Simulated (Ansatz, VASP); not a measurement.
# Cross-check of W2S2N (W2NS2 MXene monolayer) between VASP and Ansatz, part 2 of 2

One calculation is typed for both programs; each brings its own data sets. How far apart do they land? The structure shown is the start of the Ansatz relaxation below; VASP solves that cell, so the two are compared at the walk's first step.

VASP 6.6.1 and Ansatz 0.2.0.

So far: Set-up; Ansatz: relaxation, PBEsol with D3(BJ).

### 3. VASP: single point, PBEsol with D3(BJ), start cell

Level of this step: PBEsol with D3(BJ), zero-moment start; plane waves and PAW (S, W, N) (VASP).

The same cell, functional, mesh and smearing now go to VASP, with its own data sets.

Lines of VASP's logs that name or quote its potential files are left out, and so is its time.

The input, INCAR:

```
SYSTEM = W2S2N
PREC = Accurate
ENCUT = 520
EDIFF = 1E-06
NELM = 200
ISMEAR = -1
SIGMA = 0.05
LREAL = .FALSE.
ALGO = Normal
GGA = PS
IVDW = 12
NBANDS = 23
ISPIN = 2
MAGMOM = -0 -0 0 0 0
LASPH = .TRUE.
LMAXMIX = 4
LORBIT = 11
LWAVE = .FALSE.
LCHARG = .FALSE.
ISIF = 2
LDIPOL = .TRUE.
IDIPOL = 3
DIPOL = 0.5 0.5 0.5
LVHAR = .TRUE.
GGA_COMPAT = .FALSE.
NELMDL = -8
KPAR = 2
```

The input, POSCAR:

```
W2S2N
1.0
    3.0539080000      0.0000000000      0.0000000000
   -1.5269540000      2.6447620000      0.0000000000
    0.0000000000      0.0000000000     42.9772100000
S W N
2 2 1
Direct
    0.3333333964      0.6666667927      0.4304607023
    0.6666666036      0.3333332073      0.5695392977
    0.6666666036      0.3333332073      0.4719620934
    0.3333333964      0.6666667927      0.5280379066
    0.0000000000      0.0000000000      0.5000000000
```

The input, KPOINTS:

```
Automatic mesh
0
Gamma
12 12 1
0 0 0
```

The projector-augmented-wave data sets are S, W and N (PBE family, release 64).

Command:

```bash
mpirun -np 2 vasp_std
```

Numbers of over 12 decimals in the logs are rounded to 6 here.

The program printed:

```text
[banner, memory and clock lines left out]
running    2 mpi-ranks, on    1 nodes
 distrk:  each k-point on    1 cores,    2 groups
 distr:  one band on    1 cores,    1 groups

 POSCAR found type information on POSCAR S W N
 POSCAR found :  3 types and       5 ions
|                                                                             |
|               ----> ADVICE to this user running VASP <----                  |
|                                                                             |
|     You enforced a specific xc type in the INCAR file but a different       |
|     [... a line on the potential file left out ...]
|     I HOPE YOU KNOW WHAT YOU ARE DOING!                                     |
|                                                                             |

 LDA part: xc-table for (Slater+PW92), standard interpolation
 POSCAR, INCAR and KPOINTS ok, starting setup
 FFT: planning ... GRIDC
 FFT: planning ... GRID_SOFT
 FFT: planning ... GRID
 WAVECAR not read
 entering main loop
       N       E                     dE             d eps       ncg     rms          rms(c)
DAV:   1     0.233761491693E+03    0.23376E+03   -0.94835E+03  1756   0.898E+02
DAV:   2    -0.138308568252E+02   -0.24759E+03   -0.23296E+03  2762   0.198E+02
DAV:   3    -0.489658689077E+02   -0.35135E+02   -0.34292E+02  2276   0.879E+01
DAV:   4    -0.503331733276E+02   -0.13673E+01   -0.13287E+01  2573   0.203E+01
DAV:   5    -0.503662903200E+02   -0.33117E-01   -0.32986E-01  2398   0.290E+00
DAV:   6    -0.503671657593E+02   -0.87544E-03   -0.87473E-03  2589   0.506E-01
DAV:   7    -0.503671946814E+02   -0.28922E-04   -0.28919E-04  2435   0.802E-02
DAV:   8    -0.503671959762E+02   -0.12947E-05   -0.12946E-05  2546   0.166E-02    0.432E+01
DAV:   9    -0.466900237301E+02    0.36772E+01   -0.15717E+01  2418   0.241E+01    0.169E+01
DAV:  10    -0.466358027780E+02    0.54221E-01   -0.46858E+00  2484   0.149E+01    0.119E+01
DAV:  11    -0.461881102201E+02    0.44769E+00   -0.16575E+00  2333   0.849E+00    0.167E+00
DAV:  12    -0.461357621314E+02    0.52348E-01   -0.37084E-01  2369   0.377E+00    0.774E-01
DAV:  13    -0.461294004679E+02    0.63617E-02   -0.55606E-02  2232   0.157E+00    0.489E-01
DAV:  14    -0.461289724542E+02    0.42801E-03   -0.44581E-03  2259   0.440E-01    0.214E-01
[...]
DAV:  23    -0.461285237099E+02   -0.20178E-04   -0.53939E-07  1609   0.336E-03    0.502E-03
DAV:  24    -0.461285326812E+02   -0.89713E-05   -0.13722E-07  1490   0.205E-03    0.297E-03
DAV:  25    -0.461285400520E+02   -0.73708E-05   -0.34655E-07  1581   0.218E-03    0.196E-03
DAV:  26    -0.461285431088E+02   -0.30568E-05   -0.63279E-08  1490   0.132E-03    0.225E-03
DAV:  27    -0.461285464116E+02   -0.33028E-05   -0.56092E-08  1378   0.896E-04    0.905E-04
DAV:  28    -0.461285483037E+02   -0.18922E-05   -0.38755E-08  1350   0.731E-04    0.975E-04
DAV:  29    -0.461285494753E+02   -0.11715E-05   -0.17868E-08  1301   0.496E-04    0.518E-04
DAV:  30    -0.461285502447E+02   -0.76946E-06   -0.13942E-08  1308   0.447E-04
   1 F= -.47706475E+02 E0= -.47691538E+02  d E =-.298738E-01  mag=    -0.0000
```

From OUTCAR (step 3):

```text
ion  position               nearest neighbor table
   1  0.333  0.667  0.430-   3 2.51   3 2.51   3 2.51
   2  0.667  0.333  0.570-   4 2.51   4 2.51   4 2.51
   3  0.667  0.333  0.472-   5 2.14   5 2.14   5 2.14   1 2.51   1 2.51   1 2.51   4 2.99   4 2.99
                             4 2.99
   4  0.333  0.667  0.528-   5 2.14   5 2.14   5 2.14   2 2.51   2 2.51   2 2.51   3 2.99   3 2.99
                             3 2.99
   5  0.000  0.000  0.500-   3 2.14   4 2.14   4 2.14   3 2.14   3 2.14   4 2.14

  LATTYP: Found a hexagonal cell.
 ALAT       =     3.0539080000
 C/A-ratio  =    14.0728568117

 Subroutine GETGRP returns: Found 12 space group operations
 (whereof 12 operations were pure point group operations)

The static configuration has the point symmetry D_3d.

 Found     19 irreducible k-points:

   k-points           NKPTS =     19   k-points in BZ     NKDIM =     19   number of bands    NBANDS=     23

   dimension x,y,z NGX =    24 NGY =   24 NGZ =  320
   dimension x,y,z NGXF=    48 NGYF=   48 NGZF=  640

   ENCUT  =  520.0 eV  38.22 Ry    6.18 a.u.   5.68  5.68 79.91*2*pi/ulx,y,z

   NELECT =      29.0000    total number of electrons

 k-points in reciprocal lattice and weights: Automatic mesh
   0.00000000  0.00000000  0.00000000       0.007
   0.08333333 -0.00000000  0.00000000       0.042
   0.16666667 -0.00000000  0.00000000       0.042
   0.25000000  0.00000000  0.00000000       0.042
   0.33333333 -0.00000000  0.00000000       0.042
   0.41666667  0.00000000  0.00000000       0.042
   0.50000000  0.00000000  0.00000000       0.021
   0.08333333  0.08333333  0.00000000       0.042
   0.16666667  0.08333333  0.00000000       0.083
[...]
0.33333333  0.25000000  0.00000000       0.083
   0.33333333  0.33333333  0.00000000       0.014

 dipolmoment           0.000000      0.000000      0.000000 electrons x Angstroem

 average (electrostatic) potential at core
       1 -94.4210       2 -94.4210       3 -48.8418       4 -48.8418       5 -73.4460

 E-fermi :  -2.2332

 spin component 1
 k-point     1 :       0.0000    0.0000    0.0000
  band No.  band energies     occupation
    ...
     12      -3.8683      1.00000
     13      -3.8683      1.00000
     14      -2.5339      0.99756
     15      -2.5339      0.99756
     16      -2.3036      0.80331
     17      -1.9772      0.00594
     18      -1.9772      0.00594
     19      -0.1790      0.00000
     20      -0.1790      0.00000
     21      -0.1412      0.00000
    ...

 k-point     2 :       0.0833   -0.0000    0.0000
  band No.  band energies     occupation
    ...
     12      -4.2328      1.00000
     13      -4.1910      1.00000
     14      -2.6657      0.99982
     15      -2.3173      0.84303
     16      -2.2447      0.55716
     17      -1.8872      0.00099
     18      -1.7803      0.00012
     19      -0.5274      0.00000
     20      -0.1947      0.00000
     21       0.2496      0.00000
    ...

 k-point     3 :       0.1667   -0.0000    0.0000
  band No.  band energies     occupation
    ...
     11      -4.7365      1.00000
     12      -4.6067      1.00000
     13      -4.3799      1.00000
     14      -3.1408      1.00000
     15      -2.5251      0.99709
     16      -2.2103      0.38730
     17      -1.4894      0.00000
     18      -1.1783      0.00000
     19      -0.3336      0.00000
     20      -0.2622      0.00000
    ...

 k-point     4 :       0.2500    0.0000    0.0000
  band No.  band energies     occupation
    ...
     12      -4.7799      1.00000
     13      -4.0533      1.00000
     14      -2.9912      1.00000
     15      -2.4754      0.99218
     16      -2.4061      0.96945
     17      -1.4052      0.00000
     18      -0.6644      0.00000
     19      -0.1676      0.00000
     20       0.4951      0.00000
     21       0.8985      0.00000
    ...

 k-point     5 :       0.3333   -0.0000    0.0000
  band No.  band energies     occupation
    ...
     10      -5.9752      1.00000
     11      -5.8660      1.00000
     12      -4.7847      1.00000
     13      -4.0394      1.00000
     14      -2.8438      1.00000
     15      -2.1462      0.14914
     16      -1.8378      0.00037
     17      -0.9886      0.00000
     18      -0.5264      0.00000
     19       0.1974      0.00000
    ...

 k-point     6 :       0.4167    0.0000    0.0000
  band No.  band energies     occupation
    ...
     10      -6.0509      1.00000
     11      -5.9391      1.00000
     12      -4.7842      1.00000
     13      -4.0674      1.00000
     14      -2.9587      1.00000
     15      -1.3134      0.00000
     16      -1.0954      0.00000
     17      -0.4669      0.00000
     18      -0.3196      0.00000
     19       0.4219      0.00000
    ...

 Edisp (eV)   -1.57792

  Total      -1.87837    -1.87837    -5.27765    -0.00000     0.00000     0.00000
  in kB      -8.66983    -8.66983   -24.35959    -0.00000     0.00000     0.00000
  external pressure =      -13.90 kB  Pullay stress =        0.00 kB

  energy-cutoff  :      520.00
  volume of cell :      347.12
      direct lattice vectors                 reciprocal lattice vectors
     3.053908000  0.000000000  0.000000000     0.327449288  0.189052928  0.000000000
    -1.526954000  2.644762000  0.000000000     0.000000000  0.378105856  0.000000000
     0.000000000  0.000000000 42.977210000     0.000000000  0.000000000  0.023268146

 POSITION                                       TOTAL-FORCE (eV/Angst)
 -----------------------------------------------------------------------------------
      0.00000      1.76317     18.50000         0.000000      0.000000      2.168894
      1.52695      0.88159     24.47721         0.000000      0.000000     -2.168894
      1.52695      0.88159     20.28361        -0.000000      0.000000     -3.206787
      0.00000      1.76317     22.69360        -0.000000      0.000000      3.206787
      0.00000      0.00000     21.48860        -0.000000      0.000000      0.000000
 -----------------------------------------------------------------------------------
    total drift:                               -0.000000      0.000000     -0.000000

  FREE ENERGIE OF THE ION-ELECTRON SYSTEM (eV)
  ---------------------------------------------------
  free  energy   TOTEN  =       -47.7064745507 eV

  energy  without entropy=      -47.6766007562  energy(sigma->0) =      -47.69153765

 vacuum level on the upper side and lower side of the slab         2.627         2.627

 total charge
# of ion       s       p       d       tot
------------------------------------------
    1        1.366   2.271   0.000   3.638
    2        1.366   2.271   0.000   3.638
    3        0.531   0.682   4.306   5.519
    4        0.531   0.682   4.306   5.519
    5        1.226   2.527   0.000   3.752
--------------------------------------------------
tot          5.020   8.434   8.613  22.066

 magnetization (x)
# of ion       s       p       d       tot
------------------------------------------
    1        0.000   0.000   0.000   0.000
    2        0.000   0.000   0.000   0.000
    3       -0.000  -0.000  -0.000  -0.000
    4       -0.000  -0.000  -0.000  -0.000
    5        0.000  -0.000   0.000  -0.000
--------------------------------------------------
tot          0.000  -0.000  -0.000  -0.000

[... 4 further parts left out ...]
```

This run allows spin, but its moments start at zero, where symmetry between the spins tends to hold them, although W can carry a moment. Its electron count is odd, so without a moment it is a metal by construction.

### 4. Side by side

Known differences besides the potentials themselves: Ansatz cuts the interaction across the vacuum, VASP repeats the sheet with a dipole correction; the data sets hold 45 valence electrons in Ansatz (on its default PAW (the set named soft_2) files) and 29 in VASP; the cutoff is 420 eV in Ansatz and 520 eV in VASP; Ansatz makes its cores anew for this functional, VASP keeps those of its PBE data sets. Total energies have different zeros and are not compared.

Forces (eV/Å; atoms numbered as in POSCAR):

| atom | Ansatz x, y, z | VASP x, y, z |
| --- | --- | --- |
| S1 | 0.000, 0.000, 2.153 | 0.000, 0.000, 2.169 |
| S2 | 0.000, 0.000, -2.153 | 0.000, 0.000, -2.169 |
| W3 | 0.000, 0.000, -3.153 | 0.000, 0.000, -3.207 |
| W4 | 0.000, 0.000, 3.153 | 0.000, 0.000, 3.207 |
| N5 | 0.000, 0.000, 0.000 | 0.000, 0.000, 0.000 |

The forces differ by 21 meV/Å r.m.s., which is 1.5 % of the r.m.s. force of 1.414 eV/Å (both taken over all components). Moments aren't recorded for both runs of this pair, so they may hold unlike magnetic states. With vacuum in the cell, a pressure given here is an average over mostly empty space and none of the material.

### 5. Results

- r.m.s. force difference (single point, PBEsol with D3(BJ), start cell): 1.5 % of the r.m.s. force

**Reading.** The r.m.s. force difference is 1.5 % of the r.m.s. force (single point, PBEsol with D3(BJ), start cell), within the 3 % picked in this series as the mark of a large difference. The data sets hold unlike numbers of valence electrons (45 in Ansatz and 29 in VASP), so part of the differences comes from the potentials. 1 further run of this series is not shown here. How closely two codes agree says nothing of how well the functional describes the real material.

[Lines on the potential files, build, host, timing and source positions are cut from VASP's logs without a mark.]

[Logs are printed without paths, hosts, clocks, repeated set-up lines and the standing remarks that a program may print on its own settings, such as how far it seeks lower states.]

[Hosts, paths, dates, database ids (printed as entryN), source tags and the programs' standing remarks are cut or masked in the printed files.]
